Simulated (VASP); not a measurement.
# Sr₂C in VASP 6.6.1, relaxation

INCAR

```
EDIFF = 1E-7
IBRION = 1
GGA = PE
ISMEAR = -1
NELM = 89
LREAL = .FALSE.
ENCUT = 600
ISIF = 3
LCHARG = .FALSE.
PREC = Accurate
NSW = 40
NBANDS = 19
SIGMA = 0.02
LASPH = .TRUE.
POTIM = 0.2
LWAVE = .FALSE.
EDIFFG = -5E-3
```

KPOINTS

```
KPOINTS created by Atomic Simulation Environment
0
Gamma
6 6 6
0 0 0
```

POSCAR

```
C  Sr
 1.0000000000000000
     0.0000000000000000    3.0814800447000001    3.0814800447000001
     3.0814800447000001    0.0000000000000000    3.0814800447000001
     3.0814800447000001    3.0814800447000001    0.0000000000000000
 C   Sr
   1   2
Cartesian
  0.0000000000000000  0.0000000000000000  0.0000000000000000
  1.5407400223500001  1.5407400223500001  1.5407400223500001
  4.6222200670499998  4.6222200670499998  4.6222200670499998
```

The recommended PBE PAW datasets give the neutral cell 24 valence electrons.

Command

```
mpirun -np 1 vasp_std
```

Predict the outcome of this run.

It converged. Results: relaxed cell vector lengths 4.776, 4.776, 4.776 Å; relaxed cell volume 77.03 Å³.

OSZICAR

```
N       E                     dE             d eps       ncg     rms          rms(c)
DAV:   1     0.121657794987E+03    0.12166E+03   -0.13707E+04   608   0.134E+03
DAV:   2    -0.633284288593E+01   -0.12799E+03   -0.12475E+03   782   0.264E+02
DAV:   3    -0.136771295965E+02   -0.73443E+01   -0.73116E+01   946   0.515E+01
DAV:   4    -0.138226774638E+02   -0.14555E+00   -0.14545E+00   857   0.621E+00
DAV:   5    -0.138242600057E+02   -0.15825E-02   -0.15821E-02   884   0.643E-01    0.282E+01
DAV:   6    -0.101945348102E+02    0.36297E+01   -0.35744E+01   671   0.168E+01    0.278E+01
DAV:   7    -0.988305302504E+01    0.31148E+00   -0.31206E+00   697   0.572E+00    0.163E+01
DAV:   8    -0.983618265301E+01    0.46870E-01   -0.29382E-01   916   0.262E+00    0.730E-01
DAV:   9    -0.983444535618E+01    0.17373E-02   -0.32557E-02   798   0.530E-01    0.397E-01
DAV:  10    -0.983478053204E+01   -0.33518E-03   -0.81277E-04   710   0.204E-01    0.119E-01
...
DAV:   1    -0.106251947071E+02   -0.23662E-02   -0.56270E-02   755   0.157E+00    0.392E-01
DAV:   2    -0.106236988408E+02    0.14959E-02   -0.75185E-03   844   0.462E-01    0.167E-01
DAV:   3    -0.106230861583E+02    0.61268E-03   -0.29698E-03   966   0.219E-01    0.160E-01
DAV:   4    -0.106229414268E+02    0.14473E-03   -0.11317E-03  1022   0.117E-01    0.114E-01
DAV:   5    -0.106229860393E+02   -0.44612E-04   -0.28639E-05   882   0.273E-02    0.585E-02
DAV:   6    -0.106229955660E+02   -0.95267E-05   -0.16765E-04   946   0.561E-02    0.114E-02
DAV:   7    -0.106229961564E+02   -0.59041E-06   -0.28829E-06   761   0.897E-03    0.590E-03
DAV:   8    -0.106229951818E+02    0.97462E-06   -0.55271E-07   890   0.537E-03    0.125E-03
DAV:   9    -0.106229952475E+02   -0.65686E-07   -0.14922E-08   354   0.936E-04
   5 F= -.10622995E+02 E0= -.10621955E+02  d E =-.166786E-03
```

```json
{"ionic step": "1", "ΔE (meV/atom)": "0.0", "volume (Å³)": "58.52", "largest force (eV/Å)": "0.000", "pressure (GPa)": "17.18", "electronic steps": "14"}
{"ionic step": "2", "ΔE (meV/atom)": "-184.7", "volume (Å³)": "65.90", "largest force (eV/Å)": "0.000", "pressure (GPa)": "7.72", "electronic steps": "13"}
{"ionic step": "3", "ΔE (meV/atom)": "-260.3", "volume (Å³)": "74.81", "largest force (eV/Å)": "0.000", "pressure (GPa)": "1.10", "electronic steps": "13"}
{"ionic step": "4", "ΔE (meV/atom)": "-262.7", "volume (Å³)": "76.70", "largest force (eV/Å)": "0.000", "pressure (GPa)": "0.15", "electronic steps": "11"}
{"ionic step": "5", "ΔE (meV/atom)": "-262.7", "volume (Å³)": "77.03", "largest force (eV/Å)": "0.000", "pressure (GPa)": "0.01", "electronic steps": "9"}
```

 The volume moved far on the plane waves of the start cell, so a restart from CONTCAR is due.

For comparison, a separate PBE relaxation on usual settings, not on those above, ends at 77.05 Å³.
